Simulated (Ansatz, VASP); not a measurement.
# Ti2S (Ti2S (Pnnm)): VASP beside Ansatz

Wanted: the spread between two codes on one cell, functional and k mesh. Of the first pair: The structure shown is the start of the Ansatz relaxation below; VASP solves that cell, so the two are compared at the walk's first step.

Calculated with Ansatz 0.2.0; plane waves, with VASP 6.6.1 beside it; single point at PBEsol.

### Step 1. The structure

Symmetry: Pnnm, No. 58, orthorhombic system. Conventional cell: a = 11.351 Å, b = 14.002 Å, c = 3.318 Å, α = 90.00°, β = 90.00°, γ = 90.00°. Nearest to Ti lie 5 S at 2.47 to 2.80 Å and 2 Ti at 2.83 Å. Nearest to Ti lie 4 S at 2.44 to 2.75 Å and 2 Ti at 2.77 Å. Nearest to Ti lie 5 S at 2.44 to 2.48 Å. Nearest to Ti lie 3 S at 2.51 to 2.60 Å. Ti has 3 S at 2.44 to 2.50 Å nearest. Ti has 4 S at 2.48 to 2.53 Å nearest. Farther neighbours and most contacts between anions are not listed.

### Step 2. Ansatz: relaxation, PBEsol

Ansatz runs on its default PAW (the set named soft_2) files.

The two programs are compared at the cell with which this relaxation starts, whose forces are those of its first step.

File input.yaml:

```yaml
crystal:
  lattice:
    - [11.3512126, 0.0, 0.0]
    - [0.0, 14.0021436, 0.0]
    - [0.0, 0.0, 3.3182933]
  atoms:
    - { symbol: Ti, position: [0.41065187, 0.75689138, 0.5] }
    - { symbol: Ti, position: [0.38173, 0.07759981, 0.5] }
    - { symbol: Ti, position: [0.8112388, 0.20831072, 0.0] }
    - { symbol: Ti, position: [0.47043329, 0.3896879, 0.0] }
    - { symbol: Ti, position: [0.08934813, 0.25689138, 0.0] }
    - { symbol: Ti, position: [0.61827, 0.92240019, 0.5] }
    - { symbol: Ti, position: [0.58969773, 0.07905441, 0.0] }
    - { symbol: Ti, position: [0.91065187, 0.74310862, 0.0] }
    - { symbol: Ti, position: [0.91030227, 0.57905441, 0.5] }
    - { symbol: Ti, position: [0.84712825, 0.97982699, 0.0] }
    - { symbol: Ti, position: [0.3112388, 0.29168928, 0.5] }
    - { symbol: Ti, position: [0.08969773, 0.42094559, 0.5] }
    - { symbol: Ti, position: [0.02956671, 0.8896879, 0.5] }
    - { symbol: Ti, position: [0.97043329, 0.1103121, 0.5] }
    - { symbol: Ti, position: [0.1887612, 0.79168928, 0.0] }
    - { symbol: Ti, position: [0.65287175, 0.47982699, 0.5] }
    - { symbol: Ti, position: [0.6887612, 0.70831072, 0.5] }
    - { symbol: Ti, position: [0.34712825, 0.52017301, 0.5] }
    - { symbol: Ti, position: [0.41030227, 0.92094559, 0.0] }
    - { symbol: Ti, position: [0.52956671, 0.6103121, 0.0] }
    - { symbol: Ti, position: [0.58934813, 0.24310862, 0.5] }
    - { symbol: Ti, position: [0.88173, 0.42240019, 0.0] }
    - { symbol: Ti, position: [0.15287175, 0.02017301, 0.0] }
    - { symbol: Ti, position: [0.11827, 0.57759981, 0.0] }
    - { symbol: S, position: [0.56567423, 0.79393508, 0.0] }
    - { symbol: S, position: [0.06567423, 0.70606492, 0.5] }
    - { symbol: S, position: [0.43432577, 0.20606492, 0.0] }
    - { symbol: S, position: [0.75374632, 0.58882291, 0.0] }
    - { symbol: S, position: [0.81370875, 0.85053182, 0.5] }
    - { symbol: S, position: [0.93432577, 0.29393508, 0.5] }
    - { symbol: S, position: [0.18629125, 0.14946818, 0.5] }
    - { symbol: S, position: [0.74625368, 0.08882291, 0.5] }
    - { symbol: S, position: [0.31370875, 0.64946818, 0.0] }
    - { symbol: S, position: [0.25374632, 0.91117709, 0.5] }
    - { symbol: S, position: [0.68629125, 0.35053182, 0.0] }
    - { symbol: S, position: [0.24625368, 0.41117709, 0.0] }
basis:
  ecutwfc: 420
  xc_grid: 2
hamiltonian:
  xc: pbesol
kpoints:
  mp_grid: { grid: [4, 3, 12] }
scf:
  occupations: { method: fermi_dirac, width: 0.05 }
  max_iter: 150
output:
  forces: true
  stress: true
relax:
  f_tol: 0.01
  max_steps: 60
  cell: {}
checkpoint:
  write: "../pbesol.run"
  compress: false
  write_wavefunctions: false
  write_every: 100000
```

Started as:

```console
$ ansatz run input.yaml --threads 4 --pin off --max-ram 6594MiB --backend cpu --events-out ev --progress --plain --runs-dir out
```

Numbers of over 12 decimals in the logs are rounded to 6 here.

The program printed:

```text
Engine: ansatz 0.2.0, x86_64-unknown-linux-gnu
Pseudopotentials: kind: paw
Pseudopotential: Ti, paw, valence charge 12, recommended cutoff 420 eV (normal), Ti.paw.azcp
Pseudopotential: S, paw, valence charge 6, recommended cutoff 420 eV (normal), S.paw.azcp
Functional definition: PBEsol
  exchange = pbesol_x
  correlation = pbesol_c
Crystal: 36 atoms, lattice volume = 527.414 Å³
Basis set: ecut = 420 eV, 10357 PW (Γ), exchange–correlation on 160×192×48 points (8 copies of the dense FFT grid, shifted against one another)
Bands: 216, of which v1, the nominal top of the filled ones, is band 180 counted from 1 (179 counted from 0)
Symmetry: 8 space group operations
Space group: Pnnm (ITA 58), of the structure as read, at distance tolerance 8.1e-5 Å
k-points: 42 of 144
Non-local potential: Ti, projectors of the file, l = 0: 3, l = 1: 2, l = 2: 3, l = 3: 1
Non-local potential: S, projectors of the file, l = 0: 2, l = 1: 2, l = 2: 2
PAW form: soft (Blöchl's): semilocal exchange-correlation on the pseudo side does not see the compensation charge
PAW frozen core: Ti, regenerated for the run's functional, and the local potential with it (the file was generated under x = pbe(κ = 0.804, μ = 0.219515), c = pbe(β = 0.066725))
PAW frozen core: S, regenerated for the run's functional, and the local potential with it (the file was generated under x = pbe(κ = 0.804, μ = 0.219515), c = pbe(β = 0.066725))
PAW one-centre angular grid: Ti, 590 points (default); XC on 64 Gauss nodes
PAW one-centre angular grid: S, 110 points (default); XC on 64 Gauss nodes
Initial density: superposition of atomic densities (neutral atoms: chi_scale 0, normalization atom), corrected by the library's trained network
Initial wavefunctions: pseudopotential atomic-orbital guess
Functional: x = pbesol(κ = 0.804, μ = 0.123457), c = pbesol(β = 0.046)
SCF iter   1: F=—  HF=-70036.735751 eV  |F-HF|=—  |Δ(HF+E_count)|=         —  Δρ=8.46e-3  dr2=5.32e-1  ethr=1.77e-3  ⟨swp⟩=7.2  Hψ=37873  notcnv=0  defer=27
preconditioner: auto → Kerker (q_TF=auto, 2.560 Å⁻¹)  [metal: Δε(μ)=0.003 eV  Ē_g=6.293 eV  σ=0.050 eV  W_gap=0.02  n_scr=156 (ndim 8)  ℏωp=21.0 eV  f_vac=0.000  D(μ)=23.61/eV (n_scr^D=212)]
SCF iter   2: F=—  HF=-70036.650457 eV  |F-HF|=—  |Δ(HF+E_count)|=   8.53e-2  Δρ=4.02e-3  dr2=1.36e-1  ethr=1.48e-4  ⟨swp⟩=2.2  Hψ=12813  notcnv=0  defer=315
SCF iter   3: F=—  HF=-70036.625203 eV  |F-HF|=—  |Δ(HF+E_count)|=   2.53e-2  Δρ=8.97e-4  dr2=7.86e-3  ethr=3.78e-5  ⟨swp⟩=2.0  Hψ=12012  notcnv=0  defer=315
SCF iter   4: F=—  HF=-70036.623365 eV  |F-HF|=—  |Δ(HF+E_count)|=   1.84e-3  Δρ=2.47e-4  dr2=6.85e-4  ethr=2.18e-6  ⟨swp⟩=2.0  Hψ=11995  notcnv=0  defer=315
SCF iter   5: F=—  HF=-70036.623220 eV  |F-HF|=—  |Δ(HF+E_count)|=   1.44e-4  Δρ=7.82e-5  dr2=6.16e-5  ethr=1.90e-7  ⟨swp⟩=2.0  Hψ=11750  notcnv=0  defer=315
SCF iter   6: F=—  HF=-70036.622753 eV  |F-HF|=—  |Δ(HF+E_count)|=   4.67e-4  Δρ=2.39e-5  dr2=7.85e-6  ethr=1.71e-8  ⟨swp⟩=2.0  Hψ=12262  notcnv=0  defer=315
SCF iter   7: F=—  HF=-70036.622752 eV  |F-HF|=—  |Δ(HF+E_count)|=   9.26e-7  Δρ=9.39e-6  dr2=7.09e-7  ethr=2.18e-9  ⟨swp⟩=2.0  Hψ=11180  notcnv=0  defer=315
SCF iter   8: F=-70036.622752 eV  HF=-70036.622752 eV  |F-HF|=6.05e-8  |Δ(HF+E_count)|=   8.81e-8  Δρ=2.93e-6  dr2=8.31e-8  ethr=2.78e-11  ⟨swp⟩=4.0  Hψ=27493  notcnv=0
SCF 1 converged in 8 iterations: F = -70036.622752 eV  dr2 = 8.31e-8
  greatest PAW one-centre occupation: 0.999 electrons in one spin orbital (limit 2), on the Ti atom at site 19 (counted from 0), in its partial waves of l = 0
relax step   1: F+E_penalty+E_count = -70036.62275188 eV  Δ(F+E_penalty+E_count) = +0.000e0 eV  max|allowed force component| = 1.136e-1 eV/Å  Δτ_max = 0.0000 Å  P = -5.125 GPa  Ω = 527.414 Å³  (8 SCF iters, dr2 threshold 1.00e-7 eV, accepted)
Crystal: 36 atoms, lattice volume = 506.777 Å³
Basis set: ecut = 420 eV, 9949 PW (Γ), exchange–correlation on 160×192×48 points (8 copies of the dense FFT grid, shifted against one another)
Initial density: handed on by an earlier stage of this run
Initial wavefunctions: those handed on with the density
iter 1 solved again at ethr=2.70e-4 eV; its pass at ethr=3.10e-3 eV (dr2=9.73e-1 eV) is discarded
SCF iter   1: F=—  HF=-70036.969130 eV  |F-HF|=—  |Δ(HF+E_count)|=         —  Δρ=6.63e-3  dr2=9.79e-1  ethr=2.70e-4  ⟨swp⟩=3.4  Hψ=42318  notcnv=0  defer=144
preconditioner: auto → Kerker (q_TF=auto, 2.577 Å⁻¹)  [metal: Δε(μ)=0.002 eV  Ē_g=6.403 eV  σ=0.050 eV  W_gap=0.01  n_scr=148 (ndim 8)  ℏωp=21.4 eV  f_vac=0.000  D(μ)=23.78/eV (n_scr^D=224)]
[...]
preconditioner: auto → Kerker (q_TF=auto, 2.574 Å⁻¹)  [metal: Δε(μ)=0.005 eV  Ē_g=6.405 eV  σ=0.050 eV  W_gap=0.03  n_scr=148 (ndim 8)  ℏωp=21.3 eV  f_vac=0.000  D(μ)=23.70/eV (n_scr^D=224)]
[...]
SCF iter   3: F=—  HF=-70036.920383 eV  |F-HF|=—  |Δ(HF+E_count)|=   9.24e-8  Δρ=2.30e-6  dr2=5.81e-9  ethr=2.37e-11  ⟨swp⟩=2.2  Hψ=11109  notcnv=0
iter 4 did not close the SCF: its close was put off for the readings that it lacked (scf_convergence_deferred on its scf_iter line)
[...]
basis re-selected at this cell: Δ(F+E_penalty+E_count) = +1.767e-3 eV, ΔP = +0.001 GPa vs the last step (what re-selecting the basis moved, of the pressure what is left beyond the Pulay correction that the steps carried, after the strain that the cell walked since its last selection, with what the two solves' SCF thresholds leave and, on support functions, any second-order correction that the steps lacked; it is no m [...]
SCF converged after 8 iterations
Free energy (F): -70036.920383 eV
Harris-Foulkes:  -70036.920383 eV  (|F-HF|=1.46e-11)
Internal energy: -70036.725323 eV  (E = F + TS)
E sigma→0 (E₀):  -70036.822853 eV
Entropy (-TS):   -0.195060 eV (-5.418 meV/atom)
Fermi energy:    15.203906 eV
--- Per-component energies (eV) ---
  E_band       = -2816.941002
  E_kinetic    = 7944.781432
  E_local      = -19503.216709  (includes V_loc(G=0)·N_el)
  E_nonlocal   = 566.673279
  E_hartree    = 8193.905258
  E_xc         = -3530.251118
  E_vxc        = -4040.406444  (∫ρ·V_xc dr)
  E_paw        = -31564.503709  (= ΣΔE_a)
  E_vpaw       = -4172.585934  (= ΣTr[D̂ρ^β])
  E_aug_tail   = 0.002861  (compensation charges beyond the density's cutoff)
  E_ewald      = -32148.205233
  E_core_change = 4.088615  (= ΣΔE_core)
  E_smearing   = -0.195060  (= −TS)
  E_closure    = 0.000000  (closes the sum)
  Σ components = -70036.920383   (vs F -70036.920383, Δ=0.00e0)
--- Forces (eV/Å), atoms counted from 1 ---
  atom   1  Ti     0.00012346    -0.00076724     0.00000000
  atom   2  Ti    -0.00000356    -0.00185845     0.00000000
  atom   3  Ti     0.00006997    -0.00150628     0.00000000
  atom   4  Ti     0.00090491    -0.00280980     0.00000000
  atom   5  Ti    -0.00012346    -0.00076724     0.00000000
  atom   6  Ti     0.00000356     0.00185845     0.00000000
  atom   7  Ti    -0.00152205     0.00055213     0.00000000
  atom   8  Ti     0.00012346     0.00076724     0.00000000
  atom   9  Ti     0.00152205     0.00055213     0.00000000
  atom  10  Ti    -0.00066912    -0.00093660     0.00000000
  atom  11  Ti     0.00006997     0.00150628     0.00000000
  atom  12  Ti    -0.00152205    -0.00055213     0.00000000
  atom  13  Ti    -0.00090491    -0.00280980     0.00000000
  atom  14  Ti     0.00090491     0.00280980     0.00000000
  atom  15  Ti    -0.00006997     0.00150628     0.00000000
  atom  16  Ti     0.00066912    -0.00093660     0.00000000
  atom  17  Ti    -0.00006997    -0.00150628     0.00000000
  atom  18  Ti    -0.00066912     0.00093660     0.00000000
  atom  19  Ti     0.00152205    -0.00055213     0.00000000
  atom  20  Ti    -0.00090491     0.00280980     0.00000000
  atom  21  Ti    -0.00012346     0.00076724     0.00000000
  atom  22  Ti    -0.00000356     0.00185845     0.00000000
  atom  23  Ti     0.00066912     0.00093660     0.00000000
  atom  24  Ti     0.00000356    -0.00185845     0.00000000
[...]
atom  29  S      0.00000052    -0.00094891     0.00000000
  atom  30  S     -0.00179218     0.00027661     0.00000000
  atom  31  S     -0.00000052     0.00094891     0.00000000
  atom  32  S      0.00251772     0.00044869     0.00000000
  atom  33  S      0.00000052     0.00094891     0.00000000
  atom  34  S     -0.00251772    -0.00044869     0.00000000
  atom  35  S     -0.00000052    -0.00094891     0.00000000
  atom  36  S      0.00251772    -0.00044869     0.00000000
  max |Σ_I F_I| component: 9.76e-19 eV/Å
--- Stress (GPa, compression-positive) ---
       -0.001354       0.000000       0.000000
        0.000000      -0.006481       0.000000
        0.000000       0.000000       0.008302
  P = ⅓ Tr σ = 0.0002 GPa (0.002 kbar)
--- Relaxed structure (5 steps of the walk, 5 accepted, 1 SCFs on fresh bases) ---
  F+E_penalty+E_count = -70036.92038307 eV   max|allowed force component| = 2.810e-3 eV/Å   (the final SCF, on the basis selected at the relaxed cell)
  cell:  # Å, volume = 510.0813 Å³
    - [11.221949, 0.0, 0.0]
    - [0.0, 13.839870, 0.0]
    - [0.0, 0.0, 3.284272]
  atoms:
    - { symbol: Ti, position: [0.412925, 0.756083, 0.500000] }
    - { symbol: Ti, position: [0.380288, 0.077810, 0.500000] }
    - { symbol: Ti, position: [0.809820, 0.208428, 0.0] }
    - { symbol: Ti, position: [0.469468, 0.389535, 0.0] }
    - { symbol: Ti, position: [0.087075, 0.256083, 0.0] }
    - { symbol: Ti, position: [0.619712, 0.922190, 0.500000] }
    - { symbol: Ti, position: [0.588578, 0.079034, 0.0] }
    - { symbol: Ti, position: [0.912925, 0.743917, 0.0] }
    - { symbol: Ti, position: [0.911422, 0.579034, 0.500000] }
    - { symbol: Ti, position: [0.846068, 0.979846, 0.0] }
    - { symbol: Ti, position: [0.309820, 0.291572, 0.500000] }
    - { symbol: Ti, position: [0.088578, 0.420966, 0.500000] }
    - { symbol: Ti, position: [0.030532, 0.889535, 0.500000] }
    - { symbol: Ti, position: [0.969468, 0.110465, 0.500000] }
    - { symbol: Ti, position: [0.190180, 0.791572, 0.0] }
    - { symbol: Ti, position: [0.653932, 0.479846, 0.500000] }
    - { symbol: Ti, position: [0.690180, 0.708428, 0.500000] }
    - { symbol: Ti, position: [0.346068, 0.520154, 0.500000] }
    - { symbol: Ti, position: [0.411422, 0.920966, 0.0] }
    - { symbol: Ti, position: [0.530532, 0.610465, 0.0] }
    - { symbol: Ti, position: [0.587075, 0.243917, 0.500000] }
    - { symbol: Ti, position: [0.880288, 0.422190, 0.0] }
    - { symbol: Ti, position: [0.153932, 0.020154, 0.0] }
    - { symbol: Ti, position: [0.119712, 0.577810, 0.0] }
    - { symbol: S, position: [0.567483, 0.794231, 0.0] }
    - { symbol: S, position: [0.067483, 0.705769, 0.500000] }
    - { symbol: S, position: [0.432517, 0.205769, 0.0] }
    - { symbol: S, position: [0.755036, 0.588517, 0.0] }
    - { symbol: S, position: [0.815055, 0.850373, 0.500000] }
    - { symbol: S, position: [0.932517, 0.294231, 0.500000] }
    - { symbol: S, position: [0.184945, 0.149627, 0.500000] }
    - { symbol: S, position: [0.744964, 0.088517, 0.500000] }
    - { symbol: S, position: [0.315055, 0.649627, 0.0] }
    - { symbol: S, position: [0.255036, 0.911483, 0.500000] }
    - { symbol: S, position: [0.684945, 0.350373, 0.0] }
    - { symbol: S, position: [0.244964, 0.411483, 0.0] }
```

Reading the cycles: dr2 is the Hartree energy of the density residual (eV), the measure of convergence; HF is the Harris–Foulkes estimate of the energy, which meets the free energy F at convergence.

### Step 3. VASP: single point, PBEsol, start cell, pair 1

The same cell, functional, mesh and smearing now go to VASP, with its own data sets.

Lines of VASP's logs that name or quote its potential files are left out, and so is its time.

File INCAR:

```
SYSTEM = Ti2S
PREC = Accurate
ENCUT = 400
EDIFF = 1E-06
NELM = 120
ISMEAR = -1
SIGMA = 0.05
LREAL = Auto
ALGO = Normal
GGA = PS
NBANDS = 208
LASPH = .TRUE.
LORBIT = 11
LWAVE = .FALSE.
LCHARG = .FALSE.
ISIF = 2
GGA_COMPAT = .FALSE.
KPAR = 4
```

File POSCAR:

```
Ti2S
1.0
   11.3512130000      0.0000000000      0.0000000000
    0.0000000000     14.0021440000      0.0000000000
    0.0000000000      0.0000000000      3.3182930000
Ti S
24 12
Direct
    0.4106518836      0.7568913732      0.5000001507
    0.3817299526      0.0775998304      0.5000001507
    0.8112387636      0.2083107416      0.0000000000
    0.4704332480      0.3896878935      0.0000000000
    0.0893481604      0.2568913732      0.0000000000
    0.6182699593      0.9224001696      0.5000001507
    0.5896976825      0.0790543934      0.0000000000
    0.9106518396      0.7431086268      0.0000000000
    0.9103022734      0.5790543934      0.5000001507
    0.8471282320      0.9798269465      0.0000000000
    0.3112388077      0.2916892584      0.5000001507
    0.0896977266      0.4209456066      0.5000001507
    0.0295667080      0.8896878935      0.5000001507
    0.9704332920      0.1103121065      0.5000001507
    0.1887612364      0.7916892584      0.0000000000
    0.6528717239      0.4798269465      0.5000001507
    0.6887611923      0.7083106701      0.5000001507
    0.3471282761      0.5201729821      0.5000001507
    0.4103022294      0.9209455352      0.0000000000
    0.5295666639      0.6103121065      0.0000000000
    0.5893481164      0.2431086268      0.5000001507
    0.8817299966      0.4224001696      0.0000000000
    0.1528717680      0.0201729821      0.0000000000
    0.1182700034      0.5775997590      0.0000000000
    0.5656741707      0.7939350574      0.0000000000
    0.0656742147      0.7060648712      0.5000001507
    0.4343257412      0.2060649426      0.0000000000
    0.7537463177      0.5888228974      0.0000000000
    0.8137087199      0.8505318186      0.5000001507
    0.9343256972      0.2939350574      0.5000001507
    0.1862912801      0.1494681814      0.5000001507
    0.7462536383      0.0888228974      0.5000001507
    0.3137087640      0.6494681814      0.0000000000
    0.2537462736      0.9111770312      0.5000001507
    0.6862912360      0.3505318186      0.0000000000
    0.2462536823      0.4111771026      0.0000000000
```

File KPOINTS:

```
Automatic mesh
0
Gamma
4 3 12
0 0 0
```

Potentials, in the order of the species: Ti_sv and S (PBE family, release 64).

Started as:

```console
$ mpirun -np 4 vasp_std
```

The program printed:

```text
[banner, memory and clock lines left out]
running    4 mpi-ranks, on    1 nodes
[...]
|                                                                             |
|               ----> ADVICE to this user running VASP <----                  |
|                                                                             |
|     You enforced a specific xc type in the INCAR file but a different       |
|     [... a line on the potential file left out ...]
|     I HOPE YOU KNOW WHAT YOU ARE DOING!                                     |
|                                                                             |

 LDA part: xc-table for (Slater+PW92), standard interpolation
 POSCAR, INCAR and KPOINTS ok, starting setup
[...]
entering main loop
       N       E                     dE             d eps       ncg     rms          rms(c)
DAV:   1     0.513928278089E+04    0.51393E+04   -0.14601E+05 17640   0.179E+03
DAV:   2     0.592246208574E+03   -0.45470E+04   -0.44535E+04 17472   0.613E+02
DAV:   3    -0.205297690358E+03   -0.79754E+03   -0.77339E+03 24760   0.221E+02
DAV:   4    -0.317242598586E+03   -0.11194E+03   -0.11023E+03 25088   0.725E+01
[...]
DAV:  19    -0.296583815931E+03   -0.81822E-05   -0.55742E-05 24648   0.294E-02    0.143E-02
DAV:  20    -0.296583816540E+03   -0.60879E-06   -0.10690E-05 21096   0.143E-02    0.571E-03
DAV:  21    -0.296583817231E+03   -0.69189E-06   -0.16336E-06 12272   0.512E-03
   1 F= -.29658382E+03 E0= -.29648313E+03  d E =-.201371E+00
```

OUTCAR, selected parts (step 3):

```text
  Total      -17.9284646    -17.5151564    -17.0557006     -0.0000000      0.0000000      0.0000000
  in kB      -54.4630723    -53.2075250    -51.8117908     -0.0000000      0.0000000      0.0000000
  external PRESSURE =     -53.1607961 kB  Pullay stress =       0.0000000 kB

 POSITION                                       TOTAL-FORCE (eV/Angst)
 -----------------------------------------------------------------------------------
      4.66140     10.59810      1.65915         0.076302     -0.097506      0.000000
      4.33310      1.08656      1.65915        -0.040418      0.076879      0.000000
      9.20854      2.91680      0.00000         0.025471      0.027956      0.000000
      5.33999      5.45647      0.00000         0.007499     -0.075031      0.000000
      1.01421      3.59703      0.00000        -0.076302     -0.097506      0.000000
      7.01811     12.91558      1.65915         0.040418     -0.076879      0.000000
      6.69378      1.10693      0.00000         0.042890      0.007968      0.000000
     10.33700     10.40511      0.00000         0.076302      0.097506      0.000000
     10.33303      8.10800      1.65915        -0.042890      0.007968      0.000000
      9.61593     13.71968      0.00000        -0.090474     -0.010563      0.000000
      3.53294      4.08427      1.65915         0.025471     -0.027956      0.000000
      1.01818      5.89414      1.65915         0.042890     -0.007968      0.000000
      0.33562     12.45754      1.65915        -0.007499     -0.075031      0.000000
     11.01559      1.54461      1.65915         0.007499      0.075031      0.000000
[...]
-----------------------------------------------------------------------------------
    total drift:                                0.018351      0.002248     -0.011900

  FREE ENERGIE OF THE ION-ELECTRON SYSTEM (eV)
  ---------------------------------------------------
  free  energy   TOTEN  =      -296.5838172315 eV

  energy  without entropy=     -296.3824466744  energy(sigma->0) =     -296.48313195

[... 3 further parts left out ...]
[key lines of the parts left out:]
E-fermi :  10.1531
```

The run ends at a pressure of -5.32 GPa, with forces up to 0.12 eV/Å.

(Part 1 of 2 ends here.)

[Lines on the potential files, build, host, timing and source positions are cut from VASP's logs without a mark.]

[Logs are printed without paths, hosts, clocks, repeated set-up lines and the standing remarks that a program may print on its own settings, such as how far it seeks lower states.]

[Hosts, paths, dates, database ids (printed as entryN), source tags and the programs' standing remarks are cut or masked in the printed files.]
